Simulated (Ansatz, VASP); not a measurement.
**Sc: VASP beside Ansatz**

One calculation is typed for both programs; each brings its own data sets. How far apart do they land? The cell is taken from a series of runs on this material, whose earlier steps may have relaxed, scaled, displaced or heated it; both programs get it as it stands.

Calculated with Ansatz 0.2.0; plane waves, with VASP 6.6.1 beside it; zone-centre phonons at PBEsol.

## 1. The structure

It takes space group P6_3/mmc (No. 194, hexagonal). The conventional cell has a = 3.147 Å, b = 3.147 Å, c = 5.213 Å, α = 90.00°, β = 90.00°, γ = 120.00°. Nearest to Sc lie 12 Sc at 3.15 to 3.18 Å.

## 2. VASP: zone-centre phonons, PBEsol

Second derivatives magnify differences that forces hide, and they need a tight electronic threshold.

Lines of VASP's logs that name or quote its potential files are left out, and so is its time.

INCAR

```
SYSTEM = Sc
PREC = Accurate
ENCUT = 500
EDIFF = 1E-08
NELM = 120
ISMEAR = 1
SIGMA = 0.2
LREAL = .FALSE.
ALGO = Normal
GGA = PS
NBANDS = 17
LASPH = .TRUE.
LORBIT = 11
LWAVE = .FALSE.
LCHARG = .FALSE.
ISIF = 2
IBRION = 8
GGA_COMPAT = .FALSE.
KPAR = 2
```

POSCAR

```
Sc
1.0
    3.1465727789      0.0000000000      0.0000000000
   -1.5732863895      2.7250119614      0.0000000000
    0.0000000000      0.0000000000      5.2133592429
Sc
2
Direct
    0.3333333334      0.6666666668      0.2500000000
    0.6666666668      0.3333333334      0.7500000000
```

KPOINTS

```
Automatic mesh
0
Gamma
15 15 8
0 0 0
```

The projector-augmented-wave data sets are Sc_sv (PBE family, release 64).

Launch:

```console
> mpirun -np 2 vasp_std
```

Numbers of over 12 decimals in the logs are rounded to 6 here.

Log:

```text
[banner, memory and clock lines left out]
running    2 mpi-ranks, on    1 nodes
 distrk:  each k-point on    1 cores,    2 groups
 distr:  one band on    1 cores,    1 groups

 POSCAR found type information on POSCAR Sc
 POSCAR found :  1 types and       2 ions
|                                                                             |
|               ----> ADVICE to this user running VASP <----                  |
|                                                                             |
|     You enforced a specific xc type in the INCAR file but a different       |
|     [... a line on the potential file left out ...]
|     I HOPE YOU KNOW WHAT YOU ARE DOING!                                     |
|                                                                             |

 LDA part: xc-table for (Slater+PW92), standard interpolation
 POSCAR, INCAR and KPOINTS ok, starting setup
 FFT: planning ... GRIDC
 FFT: planning ... GRID_SOFT
 FFT: planning ... GRID
 WAVECAR not read
 entering main loop
       N       E                     dE             d eps       ncg     rms          rms(c)
DAV:   1     0.351779237610E+03    0.35178E+03   -0.10974E+04  4598   0.137E+03
DAV:   2     0.543938938218E+01   -0.34634E+03   -0.34055E+03  5758   0.573E+02
DAV:   3    -0.142205892688E+02   -0.19660E+02   -0.18919E+02  7574   0.163E+02
DAV:   4    -0.145406670719E+02   -0.32008E+00   -0.31885E+00  6729   0.191E+01
DAV:   5    -0.145445885466E+02   -0.39215E-02   -0.39201E-02  7754   0.222E+00    0.870E+00
DAV:   6    -0.133270868019E+02    0.12175E+01   -0.26536E+00  5920   0.196E+01    0.267E+00
DAV:   7    -0.131580175020E+02    0.16907E+00   -0.69903E-01  6048   0.917E+00    0.779E-01
DAV:   8    -0.131470571566E+02    0.10960E-01   -0.24654E-02  5982   0.211E+00    0.239E-01
DAV:   9    -0.131458760879E+02    0.11811E-02   -0.58380E-03  6348   0.857E-01    0.171E-02
DAV:  10    -0.131458875032E+02   -0.11415E-04   -0.79806E-05  7360   0.129E-01    0.622E-03
DAV:  11    -0.131458849451E+02    0.25581E-05   -0.21973E-06  6653   0.159E-02    0.189E-03
DAV:  12    -0.131458861954E+02   -0.12503E-05   -0.32721E-07  7549   0.545E-03    0.802E-04
DAV:  13    -0.131458859279E+02    0.26749E-06   -0.18519E-08  4817   0.173E-03    0.654E-05
DAV:  14    -0.131458859394E+02   -0.11522E-07   -0.13113E-09  3621   0.839E-04    0.372E-05
DAV:  15    -0.131458859511E+02   -0.11697E-07   -0.49296E-10  3345   0.402E-04    0.160E-05
DAV:  16    -0.131458859553E+02   -0.41732E-08   -0.22354E-10  3199   0.350E-04
   1 F= -.13145886E+02 E0= -.13143835E+02  d E =-.615427E-02
 Linear response reoptimize wavefunctions to high precision
DAV:   1    -0.131458859538E+02    0.15143E-08   -0.11501E-10  3365   0.209E-04
DAV:   2    -0.131458859538E+02   -0.13642E-10   -0.64872E-11  3135   0.184E-04
 Linear response DOF=           2
 Linear response progress:
  Degree of freedom:   1/  2
       N       E                     dE             d eps       ncg     rms          rms(c)
RMM:   1    -0.734207291922E+00   -0.73421E+00   -0.65879E+01 19373   0.216E+02
RMM:   2    -0.731554803320E+00    0.26525E-02   -0.14969E-01 28949   0.459E+00    0.119E-01
RMM:   3    -0.731124356842E+00    0.43045E-03   -0.12099E-02 32925   0.101E+00    0.403E-02
RMM:   4    -0.730204664461E+00    0.91969E-03   -0.12633E-03 38189   0.277E-01    0.197E-02
RMM:   5    -0.729896220895E+00    0.30844E-03   -0.15291E-04 39275   0.965E-02    0.104E-02
RMM:   6    -0.729902828896E+00   -0.66080E-05   -0.18498E-05 34286   0.345E-02    0.560E-03
RMM:   7    -0.729973675130E+00   -0.70846E-04   -0.63956E-06 38325   0.214E-02    0.338E-03
RMM:   8    -0.730090231399E+00   -0.11656E-03   -0.25914E-06 37647   0.113E-02    0.508E-04
RMM:   9    -0.730099930995E+00   -0.96996E-05   -0.13877E-06 40211   0.617E-03    0.103E-04
RMM:  10    -0.730097702438E+00    0.22286E-05   -0.17423E-06 39009   0.445E-03    0.454E-05
RMM:  11    -0.730099621733E+00   -0.19193E-05   -0.18810E-06 39190   0.390E-03    0.128E-05
RMM:  12    -0.730099580889E+00    0.40843E-07   -0.15432E-06 39452   0.380E-03    0.151E-05
RMM:  13    -0.730099948792E+00   -0.36790E-06   -0.12774E-06 39863   0.368E-03    0.639E-06
RMM:  14    -0.730100059040E+00   -0.11025E-06   -0.98795E-07 40959   0.366E-03    0.204E-06
[...]
RMM:  18    -0.730100136243E+00    0.62846E-08   -0.39258E-07 43532   0.361E-03    0.836E-07
RMM:  19    -0.730100139371E+00   -0.31274E-08   -0.33961E-07 43909   0.361E-03    0.602E-07
RMM:  20    -0.730100139091E+00    0.27965E-09   -0.30531E-07 44736   0.361E-03    0.394E-07
RMM:  21    -0.730100137750E+00    0.13417E-08   -0.27028E-07 44714   0.361E-03    0.397E-07
RMM:  22    -0.730100139191E+00   -0.14415E-08   -0.25169E-07 45694   0.361E-03    0.184E-07
RMM:  23    -0.730100138320E+00    0.87100E-09   -0.23626E-07 45458   0.361E-03    0.525E-07
RMM:  24    -0.730100139862E+00   -0.15415E-08   -0.22905E-07 46186   0.361E-03    0.240E-07
RMM:  25    -0.730100139477E+00    0.38472E-09   -0.22118E-07 46662   0.361E-03    0.713E-08
 first order change of Fermi-energy   0.15997E-04
 force on displaced ion       1 direction 1 :  -1.237  -0.001   0.000
 Linear response progress:
  Degree of freedom:   2/  2
       N       E                     dE             d eps       ncg     rms          rms(c)
RMM:   1    -0.817836575723E+00   -0.81784E+00   -0.66767E+01  6631   0.219E+02
RMM:   2    -0.815686922313E+00    0.21497E-02   -0.15849E-01  9746   0.473E+00    0.142E-01
RMM:   3    -0.816371331282E+00   -0.68441E-03   -0.10000E-02 10913   0.101E+00    0.490E-02
RMM:   4    -0.815447499729E+00    0.92383E-03   -0.14205E-03 12051   0.295E-01    0.182E-02
RMM:   5    -0.815303566914E+00    0.14393E-03   -0.23292E-04 12822   0.937E-02    0.160E-02
RMM:   6    -0.815177650623E+00    0.12592E-03   -0.58464E-05 12178   0.410E-02    0.671E-03
RMM:   7    -0.815159359671E+00    0.18291E-04   -0.20944E-05 14306   0.189E-02    0.343E-03
RMM:   8    -0.815195077512E+00   -0.35718E-04   -0.65335E-06 11940   0.145E-02    0.639E-04
RMM:   9    -0.815206333027E+00   -0.11256E-04   -0.56152E-06 13864   0.681E-03    0.426E-04
RMM:  10    -0.815220156633E+00   -0.13824E-04   -0.30098E-06 12973   0.431E-03    0.120E-04
RMM:  11    -0.815221142932E+00   -0.98630E-06   -0.99714E-07 13590   0.363E-03    0.409E-05
RMM:  12    -0.815221929244E+00   -0.78631E-06   -0.11781E-06 13111   0.345E-03    0.204E-05
RMM:  13    -0.815222592946E+00   -0.66370E-06   -0.97443E-07 13942   0.335E-03    0.645E-06
RMM:  14    -0.815222469769E+00    0.12318E-06   -0.71357E-07 13651   0.337E-03    0.230E-06
[...]
RMM:  19    -0.815222453723E+00    0.58988E-08   -0.78354E-07 14909   0.333E-03    0.608E-07
RMM:  20    -0.815222446905E+00    0.68174E-08   -0.78713E-07 14743   0.334E-03    0.617E-07
RMM:  21    -0.815222437774E+00    0.91315E-08   -0.69386E-07 15219   0.333E-03    0.130E-06
RMM:  22    -0.815222425774E+00    0.11999E-07   -0.65935E-07 15238   0.334E-03    0.149E-06
RMM:  23    -0.815222428632E+00   -0.28576E-08   -0.60105E-07 15588   0.334E-03    0.120E-06
RMM:  24    -0.815222422966E+00    0.56661E-08   -0.57394E-07 15762   0.334E-03    0.108E-06
RMM:  25    -0.815222420447E+00    0.25182E-08   -0.52770E-07 15737   0.334E-03    0.121E-06
RMM:  26    -0.815222416112E+00    0.43353E-08   -0.50335E-07 15819   0.334E-03    0.115E-06
 first order change of Fermi-energy  -0.39298E-04
 force on displaced ion       1 direction 3 :   0.000   0.000  -3.845
 Linear response finished
```

From OUTCAR (step 2):

```text
ion  position               nearest neighbor table
   1  0.333  0.667  0.250-   2 3.18   2 3.18   2 3.18   2 3.18   2 3.18   2 3.18
   2  0.667  0.333  0.750-   1 3.18   1 3.18   1 3.18   1 3.18   1 3.18   1 3.18

  LATTYP: Found a hexagonal cell.
 ALAT       =     3.1465727789
 C/A-ratio  =     1.6568373304

 Subroutine GETGRP returns: Found 24 space group operations
 (whereof 12 operations were pure point group operations)

The static configuration has the point symmetry D_3d.
 The point group associated with its full space group is D_6h.

 Found    135 irreducible k-points:

   k-points           NKPTS =    135   k-points in BZ     NKDIM =    135   number of bands    NBANDS=     17

   dimension x,y,z NGX =    24 NGY =   24 NGZ =   40
   dimension x,y,z NGXF=    48 NGYF=   48 NGZF=   80

   ENCUT  =  500.0 eV  36.75 Ry    6.06 a.u.   5.74  5.74  9.51*2*pi/ulx,y,z

   NELECT =      22.0000    total number of electrons

 k-points in reciprocal lattice and weights: Automatic mesh
   0.00000000  0.00000000  0.00000000       0.001
   0.06666667 -0.00000000  0.00000000       0.003
   0.13333333 -0.00000000  0.00000000       0.003
   0.20000000 -0.00000000  0.00000000       0.003
   0.26666667 -0.00000000  0.00000000       0.003
   0.33333333  0.00000000  0.00000000       0.003
   0.40000000 -0.00000000  0.00000000       0.003
   0.46666667 -0.00000000  0.00000000       0.003
   0.06666667  0.06666667  0.00000000       0.003
[...]
0.33333333  0.26666667  0.50000000       0.007
   0.33333333  0.33333333  0.50000000       0.001

 average (electrostatic) potential at core
       1 -46.1936       2 -46.1936

  Total        1.5530211      1.5530211      0.0047162     -0.0000000      0.0000000      0.0000000
  in kB       55.6626790     55.6626790      0.1690365     -0.0000000      0.0000000      0.0000000
  external PRESSURE =      37.1647982 kB  Pullay stress =       0.0000000 kB

  energy-cutoff  :      500.00
  volume of cell :       44.70
      direct lattice vectors                 reciprocal lattice vectors
     3.146572779  0.000000000  0.000000000     0.317806093  0.183485433  0.000000000
    -1.573286389  2.725011961  0.000000000     0.000000000  0.366970866  0.000000000
     0.000000000  0.000000000  5.213359243     0.000000000  0.000000000  0.191814903

 POSITION                                       TOTAL-FORCE (eV/Angst)
 -----------------------------------------------------------------------------------
     -0.00000      1.81667      1.30334        -0.000000     -0.000000      0.000000
      1.57329      0.90834      3.91002         0.000000      0.000000      0.000000
 -----------------------------------------------------------------------------------
    total drift:                               -0.000000     -0.000000     -0.000000

 Eigenvectors and eigenvalues of the dynamical matrix
 ----------------------------------------------------

   1 f  =    6.465798 THz    40.625810 2PiTHz  215.675820 cm-1    26.740382 meV
             X         Y         Z           dx          dy          dz
     -0.000000  1.816675  1.303340     0.000000    0.000000    0.707107
      1.573286  0.908337  3.910019    -0.000000    0.000000   -0.707107

   2 f  =    3.667086 THz    23.040983 2PiTHz  122.320832 cm-1    15.165843 meV
             X         Y         Z           dx          dy          dz
     -0.000000  1.816675  1.303340     0.416878   -0.571151   -0.000000
      1.573286  0.908337  3.910019    -0.416878    0.571151    0.000000

   3 f  =    3.667086 THz    23.040983 2PiTHz  122.320832 cm-1    15.165843 meV
             X         Y         Z           dx          dy          dz
     -0.000000  1.816675  1.303340    -0.571151   -0.416878    0.000000
      1.573286  0.908337  3.910019     0.571151    0.416878    0.000000

   4 f  =    0.000000 THz     0.000000 2PiTHz    0.000000 cm-1     0.000000 meV
             X         Y         Z           dx          dy          dz
     -0.000000  1.816675  1.303340     0.000000    0.000000    0.707107
      1.573286  0.908337  3.910019    -0.000000    0.000000    0.707107

   5 f/i=    0.000000 THz     0.000000 2PiTHz    0.000000 cm-1     0.000000 meV
             X         Y         Z           dx          dy          dz
     -0.000000  1.816675  1.303340    -0.324905    0.628042   -0.000000
      1.573286  0.908337  3.910019    -0.324905    0.628042    0.000000

   6 f/i=    0.000000 THz     0.000000 2PiTHz    0.000001 cm-1     0.000000 meV
             X         Y         Z           dx          dy          dz
     -0.000000  1.816675  1.303340     0.628042    0.324905    0.000000
      1.573286  0.908337  3.910019     0.628042    0.324905    0.000000

 ELASTIC MODULI CONTR FROM IONIC RELAXATION (kBar)
 Direction    XX          YY          ZZ          XY          YZ          ZX
 --------------------------------------------------------------------------------
 XX         -49.2511     49.2511      0.0000      0.0000      0.0000      0.0000
 YY          49.2511    -49.2511      0.0000      0.0000      0.0000      0.0000
 ZZ           0.0000      0.0000      0.0000      0.0000      0.0000      0.0000
 XY           0.0000      0.0000      0.0000    -49.2511      0.0000      0.0000
 YZ           0.0000      0.0000      0.0000      0.0000      0.0000      0.0000
 ZX           0.0000      0.0000      0.0000      0.0000      0.0000      0.0000
 --------------------------------------------------------------------------------
```

(Continued in part 2 of 2.)

[Lines on the potential files, build, host, timing and source positions are cut from VASP's logs without a mark.]

[Logs are printed without paths, hosts, clocks, repeated set-up lines and the standing remarks that a program may print on its own settings, such as how far it seeks lower states.]

[Hosts, paths, dates, database ids (printed as entryN), source tags and the programs' standing remarks are cut or masked in the printed files.]
